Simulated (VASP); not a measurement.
VASP ran on this input.

KPOINTS:
```
Automatic mesh
0
Gamma
7 7 2
0 0 0
```

### POSCAR
```
WS2
1.0
  1.5729433991  -2.7244178629   0.0000000000
  1.5729433991   2.7244178629   0.0000000000
  0.0000000000   0.0000000000  12.3157635214
W S
2 4
Cartesian
  1.5729433991   0.9081411039   3.0789408803
  1.5729433991  -0.9081411039   9.2368226410
  1.5729433991   0.9081411039  10.8064698830
  1.5729433991  -0.9081411039   4.6485881223
  1.5729433991  -0.9081411039   1.5092936384
  1.5729433991   0.9081411039   7.6671753991
```

INCAR:
```
# general
SYSTEM    =  WS2
PREC      =  Accurate
ENCUT     =  520
LREAL     =  .FALSE.
LASPH     =  .TRUE.   # aspherical one-centre terms

# electronic loop
EDIFF     =  1E-6
NELM      =  100   # most electronic steps
ALGO      =  Normal   # blocked Davidson
LMAXMIX   =  6

# smearing
ISMEAR    =  0
SIGMA     =  0.05

# functional
GGA       =  CX
LUSE_VDW  =  .TRUE.
AGGAC     =  0.0

# ions
IBRION    =  2   # conjugate gradients
NSW       =  60
ISIF      =  3
EDIFFG    =  -0.02

# output
LWAVE     =  .FALSE.
LCHARG    =  .FALSE.
```

POTCAR, in this order: W_sv S (PBE.64 set). Program: vasp_std.

Write an equivalent input for Quantum ESPRESSO's pw.x.

One equivalent input (not run):
```
&CONTROL
  calculation = 'vc-relax'
  pseudo_dir = './pseudo'
  outdir = './out'
  tprnfor = .true.
  tstress = .true.
  nstep = 60
  forc_conv_thr = 0.00078
/
&SYSTEM
  ibrav = 0
  nat = 6
  ntyp = 2
  ecutwfc = 74
  occupations = 'smearing'
  smearing = 'gaussian'
  degauss = 0.003675
  input_dft = 'vdw-df-cx'
/
&ELECTRONS
  conv_thr = 7.3e-08
  electron_maxstep = 100
/
&IONS
/
&CELL
/
ATOMIC_SPECIES
  W 183.840 W.upf
  S 32.060 S.upf
CELL_PARAMETERS angstrom
     1.5729434   -2.7244179   -0.0000000
     1.5729434    2.7244179   -0.0000000
     0.0000000   -0.0000000   12.3157635
ATOMIC_POSITIONS crystal
  W    0.3333330  0.6666670  0.2500000
  W    0.6666670  0.3333330  0.7500000
  S    0.3333330  0.6666670  0.8774503
  S    0.6666670  0.3333330  0.3774503
  S    0.6666670  0.3333330  0.1225497
  S    0.3333330  0.6666670  0.6225497
K_POINTS automatic
  7 7 2 0 0 0
```
The two are equivalent in intent, not identical: the potentials are each code's own (VASP's PAW set, PseudoDojo norm-conserving files in pw.x), so ENCUT and ecutwfc are chosen apart and not converted; conv_thr bounds pw.x's estimated SCF error, while EDIFF bounds the energy change between steps; forc_conv_thr acts on force components and is met together with etot_conv_thr.

The compound is WS2 in the 2H layered structure. This run relaxes it. Symmetry was kept, so distortions that lower it aren't found. The start is the result of an earlier pass.
